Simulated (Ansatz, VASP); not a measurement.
## SbP: VASP beside Ansatz

Aim: how closely do two programs agree when they are given the same cell, functional and k mesh? The cell is generated by rule, not measured, and may not be a known phase. The cell is taken from a series of runs on this material, whose earlier steps may have relaxed, scaled, displaced or heated it; both programs get it as it stands.

Calculated with Ansatz 0.2.0; plane waves, with VASP 6.6.1 beside it; zone-centre phonons at PBEsol.

The structure was built from a prototype and need not be the compound's stable phase.

## Step 1: The structure

It takes space group R3m (No. 160, trigonal). The conventional cell has a = 3.925 Å, b = 3.925 Å, c = 10.061 Å, α = 90.00°, β = 90.00°, γ = 120.00°. Sb has 6 P at 2.64 to 3.02 Å nearest. Nearest to P lie 6 Sb at 2.64 to 3.02 Å. Farther neighbours are not listed.

## Step 2: VASP: zone-centre phonons, PBEsol

Second derivatives magnify differences that forces hide, and they need a tight electronic threshold.

Lines of VASP's logs that name or quote its potential files are left out, and so is its time.

INCAR

```
SYSTEM = SbP
PREC = Accurate
ENCUT = 500
EDIFF = 1E-08
NELM = 120
ISMEAR = 1
SIGMA = 0.15
LREAL = .FALSE.
ALGO = Normal
GGA = PS
NBANDS = 11
LORBIT = 11
LWAVE = .FALSE.
LCHARG = .FALSE.
ISIF = 2
IBRION = 8
LASPH = .TRUE.
GGA_COMPAT = .FALSE.
KPAR = 2
```

POSCAR

```
SbP
1.0
    1.9627256018      1.1331801545      3.3537085509
   -1.9627256018      1.1331801545      3.3537085509
    0.0000000000     -2.2663603091      3.3537085509
Sb P
1 1
Direct
    0.9928836170      0.9928836170      0.9928836170
    0.5241590605      0.5241590605      0.5241590605
```

KPOINTS

```
Automatic mesh
0
Gamma
12 12 12
0 0 0
```

Potentials, in the order of the species: Sb and P (PBE family, release 64).

The run is started by

```bash
> mpirun -np 2 vasp_std
```

Numbers of over 12 decimals in the logs are rounded to 6 here.

Output:

```text
[banner, memory and clock lines left out]
running    2 mpi-ranks, on    1 nodes
 distrk:  each k-point on    1 cores,    2 groups
 distr:  one band on    1 cores,    1 groups

 POSCAR found type information on POSCAR SbP
 POSCAR found :  2 types and       2 ions
|                                                                             |
|               ----> ADVICE to this user running VASP <----                  |
|                                                                             |
|     You enforced a specific xc type in the INCAR file but a different       |
|     [... a line on the potential file left out ...]
|     I HOPE YOU KNOW WHAT YOU ARE DOING!                                     |
|                                                                             |

 LDA part: xc-table for (Slater+PW92), standard interpolation
 POSCAR, INCAR and KPOINTS ok, starting setup
 FFT: planning ... GRIDC
 FFT: planning ... GRID_SOFT
 FFT: planning ... GRID
 WAVECAR not read
 entering main loop
       N       E                     dE             d eps       ncg     rms          rms(c)
DAV:   1     0.245585957785E+02    0.24559E+02   -0.37353E+03  4158   0.693E+02
DAV:   2    -0.881350177602E+01   -0.33372E+02   -0.32086E+02  5548   0.114E+02
DAV:   3    -0.103544665877E+02   -0.15410E+01   -0.15320E+01  5183   0.250E+01
DAV:   4    -0.103679816344E+02   -0.13515E-01   -0.13512E-01  4864   0.271E+00
DAV:   5    -0.103681118036E+02   -0.13017E-03   -0.13016E-03  5068   0.281E-01    0.428E+00
DAV:   6    -0.102313668256E+02    0.13674E+00   -0.49906E-01  4623   0.262E+00    0.263E+00
DAV:   7    -0.102246820168E+02    0.66848E-02   -0.57269E-02  4986   0.119E+00    0.109E+00
DAV:   8    -0.102224481683E+02    0.22338E-02   -0.59874E-03  4644   0.383E-01    0.155E-01
DAV:   9    -0.102223431123E+02    0.10506E-03   -0.85178E-04  4677   0.155E-01    0.517E-02
DAV:  10    -0.102223519488E+02   -0.88366E-05   -0.50974E-05  5006   0.456E-02    0.225E-02
DAV:  11    -0.102223536052E+02   -0.16564E-05   -0.13671E-05  4728   0.181E-02    0.506E-03
DAV:  12    -0.102223534782E+02    0.12703E-06   -0.10572E-06  4698   0.620E-03    0.308E-03
DAV:  13    -0.102223535092E+02   -0.31050E-07   -0.65650E-08  4988   0.155E-03    0.130E-03
DAV:  14    -0.102223535423E+02   -0.33100E-07   -0.81410E-09  2688   0.536E-04    0.464E-04
DAV:  15    -0.102223535538E+02   -0.11493E-07   -0.23912E-09  2394   0.266E-04    0.935E-05
DAV:  16    -0.102223535603E+02   -0.64547E-08   -0.24839E-10  2301   0.111E-04
   1 F= -.10222354E+02 E0= -.10222509E+02  d E =0.466149E-03
 Linear response reoptimize wavefunctions to high precision
DAV:   1    -0.102223535609E+02   -0.63233E-09   -0.75599E-11  2616   0.501E-05
DAV:   2    -0.102223535609E+02   -0.13529E-10   -0.10677E-11  2307   0.239E-05
 Linear response DOF=           4
 Linear response progress:
  Degree of freedom:   1/  4
       N       E                     dE             d eps       ncg     rms          rms(c)
RMM:   1    -0.230538797078E-01   -0.23054E-01    0.56010E-04 40162   0.125E+00
RMM:   2    -0.218964287906E-01    0.11575E-02   -0.18014E-03 30937   0.283E-01    0.712E-02
RMM:   3    -0.217803600887E-01    0.11607E-03   -0.49105E-05 31714   0.395E-02    0.418E-02
RMM:   4    -0.216790343048E-01    0.10133E-03   -0.38876E-05 31624   0.240E-02    0.326E-03
RMM:   5    -0.216831840269E-01   -0.41497E-05   -0.13383E-06 32818   0.412E-03    0.112E-03
RMM:   6    -0.216851580996E-01   -0.19741E-05    0.91033E-07 32679   0.933E-04    0.268E-04
RMM:   7    -0.216849182479E-01    0.23985E-06    0.28024E-07 33288   0.199E-04    0.780E-05
RMM:   8    -0.216847502980E-01    0.16795E-06    0.11275E-07 33704   0.692E-05    0.237E-05
RMM:   9    -0.216846233472E-01    0.12695E-06    0.35476E-08 33951   0.209E-05    0.729E-06
RMM:  10    -0.216846197911E-01    0.35561E-08    0.97484E-09 32550   0.532E-06    0.148E-06
 first order change of Fermi-energy   0.62816E-04
 force on displaced ion       1 direction 1 :  -2.108  -0.008  -0.001
 Linear response progress:
  Degree of freedom:   2/  4
       N       E                     dE             d eps       ncg     rms          rms(c)
RMM:   1    -0.238893316506E-01   -0.23889E-01   -0.33444E-03  8400   0.127E+00
RMM:   2    -0.222789728171E-01    0.16104E-02   -0.17056E-03  6775   0.277E-01    0.702E-02
RMM:   3    -0.220372352759E-01    0.24174E-03   -0.56093E-05  6877   0.463E-02    0.435E-02
RMM:   4    -0.218323952790E-01    0.20484E-03   -0.38631E-05  6678   0.305E-02    0.117E-02
RMM:   5    -0.218212270901E-01    0.11168E-04   -0.90412E-07  7095   0.571E-03    0.525E-03
RMM:   6    -0.218230058520E-01   -0.17788E-05   -0.15564E-07  6942   0.203E-03    0.478E-04
RMM:   7    -0.218221181012E-01    0.88775E-06    0.17576E-09  7175   0.510E-04    0.432E-04
RMM:   8    -0.218219580695E-01    0.16003E-06    0.73154E-09  7081   0.169E-04    0.528E-05
RMM:   9    -0.218219010137E-01    0.57056E-07   -0.15950E-10  7304   0.402E-05    0.190E-05
RMM:  10    -0.218218483288E-01    0.52685E-07    0.89239E-10  7241   0.165E-05    0.112E-05
RMM:  11    -0.218218417923E-01    0.65364E-08   -0.61881E-10  7411   0.609E-06    0.210E-06
 first order change of Fermi-energy  -0.73565E+00
 force on displaced ion       1 direction 3 :   0.000   0.000  -5.124
 Linear response progress:
  Degree of freedom:   3/  4
       N       E                     dE             d eps       ncg     rms          rms(c)
RMM:   1    -0.484105765139E-01   -0.48411E-01    0.19278E-02 45976   0.141E+00
RMM:   2    -0.462881636059E-01    0.21224E-02   -0.18043E-03 29427   0.271E-01    0.882E-02
RMM:   3    -0.464604637203E-01   -0.17230E-03   -0.46445E-05 30940   0.485E-02    0.473E-02
RMM:   4    -0.467248966038E-01   -0.26443E-03   -0.20280E-05 31566   0.301E-02    0.697E-03
RMM:   5    -0.467223061295E-01    0.25905E-05   -0.91758E-07 32798   0.749E-03    0.323E-03
RMM:   6    -0.467163483945E-01    0.59577E-05   -0.22116E-07 32586   0.108E-03    0.186E-03
RMM:   7    -0.467167812704E-01   -0.43288E-06   -0.16783E-07 32853   0.536E-04    0.215E-04
RMM:   8    -0.467168311892E-01   -0.49919E-07    0.10081E-08 34157   0.912E-05    0.146E-04
RMM:   9    -0.467166936218E-01    0.13757E-06    0.27676E-08 33484   0.396E-05    0.116E-05
RMM:  10    -0.467167092798E-01   -0.15658E-07    0.64890E-10 34960   0.118E-05    0.272E-06
RMM:  11    -0.467166896053E-01    0.19675E-07    0.47487E-09 31421   0.620E-06    0.341E-07
RMM:  12    -0.467166930578E-01   -0.34526E-08   -0.41097E-09 20013   0.418E-06    0.108E-07
 first order change of Fermi-energy  -0.10429E-03
 force on displaced ion       2 direction 1 :  -2.105  -0.008  -0.001
 Linear response progress:
  Degree of freedom:   4/  4
       N       E                     dE             d eps       ncg     rms          rms(c)
RMM:   1    -0.490250828569E-01   -0.49025E-01    0.14593E-02  9741   0.141E+00
RMM:   2    -0.462202198692E-01    0.28049E-02   -0.19200E-03  6387   0.278E-01    0.841E-02
RMM:   3    -0.462478199191E-01   -0.27600E-04   -0.54812E-05  6754   0.493E-02    0.463E-02
RMM:   4    -0.463631609103E-01   -0.11534E-03   -0.24961E-05  6829   0.288E-02    0.996E-03
RMM:   5    -0.463829460692E-01   -0.19785E-04   -0.56239E-07  7088   0.581E-03    0.416E-03
RMM:   6    -0.463812223778E-01    0.17237E-05   -0.34218E-08  6933   0.161E-03    0.902E-04
RMM:   7    -0.463818954714E-01   -0.67309E-06    0.34683E-09  7195   0.324E-04    0.349E-04
RMM:   8    -0.463818766994E-01    0.18772E-07   -0.19044E-09  7151   0.110E-04    0.295E-05
RMM:   9    -0.463817859380E-01    0.90761E-07    0.31830E-09  7425   0.260E-05    0.151E-05
RMM:  10    -0.463817705966E-01    0.15341E-07    0.23971E-09  7428   0.836E-06    0.231E-06
RMM:  11    -0.463817836278E-01   -0.13031E-07   -0.30785E-10  6571   0.565E-06    0.480E-07
RMM:  12    -0.463817820147E-01    0.16131E-08    0.88767E-10  4239   0.436E-06    0.480E-07
 first order change of Fermi-energy   0.73611E+00
 force on displaced ion       2 direction 3 :   0.000   0.000  -5.120
 Linear response finished
```

From OUTCAR (step 2):

```text
ion  position               nearest neighbor table
   1  0.993  0.993  0.993-   2 2.64   2 2.64   2 2.64   2 3.02   2 3.02   2 3.02
   2  0.524  0.524  0.524-   1 2.64   1 2.64   1 2.64   1 3.02   1 3.02   1 3.02

  LATTYP: Found a trigonal (rhomboedric) cell.
 ALAT       =     4.0476845350
 COS(alpha) =     0.5297423648

 Subroutine GETGRP returns: Found  6 space group operations
 (whereof  6 operations were pure point group operations)

The static configuration has the point symmetry C_3v.

 Found    189 irreducible k-points:

   k-points           NKPTS =    189   k-points in BZ     NKDIM =    189   number of bands    NBANDS=     11

   dimension x,y,z NGX =    30 NGY =   30 NGZ =   30
   dimension x,y,z NGXF=    60 NGYF=   60 NGZF=   60

   ENCUT  =  500.0 eV  36.75 Ry    6.06 a.u.   7.38  7.38  7.38*2*pi/ulx,y,z

   NELECT =      10.0000    total number of electrons

 k-points in reciprocal lattice and weights: Automatic mesh
   0.00000000  0.00000000  0.00000000       0.001
   0.08333333 -0.00000000  0.00000000       0.003
   0.16666667 -0.00000000 -0.00000000       0.003
   0.25000000  0.00000000  0.00000000       0.003
   0.33333333  0.00000000  0.00000000       0.003
   0.41666667 -0.00000000  0.00000000       0.003
   0.50000000  0.00000000  0.00000000       0.002
   0.08333333  0.08333333  0.00000000       0.003
   0.16666667  0.08333333  0.00000000       0.007
[...]
-0.41666667  0.50000000  0.41666667       0.003
   0.50000000  0.50000000  0.50000000       0.001

 average (electrostatic) potential at core
       1 -85.0399       2 -81.0064

  Total        0.0560216      0.0560216      0.0533221      0.0000000     -0.0000000      0.0000000
  in kB        2.0055391      2.0055391      1.9088968      0.0000000     -0.0000000      0.0000000
  external PRESSURE =       1.9733250 kB  Pullay stress =       0.0000000 kB

  energy-cutoff  :      500.00
  volume of cell :       44.75
      direct lattice vectors                 reciprocal lattice vectors
     1.962725602  1.133180154  3.353708551     0.254747785  0.147078702  0.099392457
    -1.962725602  1.133180154  3.353708551    -0.254747785  0.147078702  0.099392457
     0.000000000 -2.266360309  3.353708551     0.000000000 -0.294157405  0.099392457

 POSITION                                       TOTAL-FORCE (eV/Angst)
 -----------------------------------------------------------------------------------
      0.00000     -0.00000      9.98953         0.000000     -0.000000      0.033197
      0.00000     -0.00000      5.27363         0.000000      0.000000     -0.033197
 -----------------------------------------------------------------------------------
    total drift:                                0.000000     -0.000000      0.000078

 Eigenvectors and eigenvalues of the dynamical matrix
 ----------------------------------------------------

   1 f  =    7.119576 THz    44.733613 2PiTHz  237.483482 cm-1    29.444186 meV
             X         Y         Z           dx          dy          dz
      0.000000 -0.000000  9.989527    -0.000000    0.000000   -0.450488
      0.000000 -0.000000  5.273630     0.000000   -0.000000    0.892782

   2 f  =    4.560472 THz    28.654289 2PiTHz  152.120964 cm-1    18.860587 meV
             X         Y         Z           dx          dy          dz
      0.000000 -0.000000  9.989527     0.450612    0.000003    0.000000
      0.000000 -0.000000  5.273630    -0.892720   -0.000006   -0.000000

   3 f  =    4.560472 THz    28.654289 2PiTHz  152.120964 cm-1    18.860587 meV
             X         Y         Z           dx          dy          dz
      0.000000 -0.000000  9.989527     0.000003   -0.450612   -0.000000
      0.000000 -0.000000  5.273630    -0.000006    0.892720    0.000000

   4 f/i=    0.001145 THz     0.007197 2PiTHz    0.038209 cm-1     0.004737 meV
             X         Y         Z           dx          dy          dz
      0.000000 -0.000000  9.989527    -0.000000   -0.000000    0.892782
      0.000000 -0.000000  5.273630    -0.000000   -0.000000    0.450488

   5 f/i=    0.001365 THz     0.008579 2PiTHz    0.045547 cm-1     0.005647 meV
             X         Y         Z           dx          dy          dz
      0.000000 -0.000000  9.989527    -0.888237    0.089352    0.000000
      0.000000 -0.000000  5.273630    -0.448349    0.045102    0.000000

   6 f/i=    0.001365 THz     0.008579 2PiTHz    0.045547 cm-1     0.005647 meV
             X         Y         Z           dx          dy          dz
      0.000000 -0.000000  9.989527     0.089352    0.888237    0.000000
      0.000000 -0.000000  5.273630     0.045102    0.448349    0.000000

 ELASTIC MODULI CONTR FROM IONIC RELAXATION (kBar)
 Direction    XX          YY          ZZ          XY          YZ          ZX
 --------------------------------------------------------------------------------
 XX        -132.3831   -132.2083   -203.3528      0.0000      4.0424     -0.0000
 YY        -132.2083   -132.3831   -203.3528     -0.0000     -4.0424      0.0000
 ZZ        -203.3528   -203.3528   -312.5753      0.0000      0.0000     -0.0000
 XY           0.0000     -0.0000      0.0000     -0.0874     -0.0000      3.7630
 YZ           4.0424     -4.0424      0.0000     -0.0000   -187.0476      0.0000
 ZX          -0.0000      0.0000     -0.0000      3.7630      0.0000   -162.0803
 --------------------------------------------------------------------------------
```

(Part 1 of 2 ends here.)

[Lines on the potential files, build, host, timing and source positions are cut from VASP's logs without a mark.]

[Logs are printed without paths, hosts, clocks, repeated set-up lines and the standing remarks that a program may print on its own settings, such as how far it seeks lower states.]

[Hosts, paths, dates, database ids (printed as entryN), source tags and the programs' standing remarks are cut or masked in the printed files.]
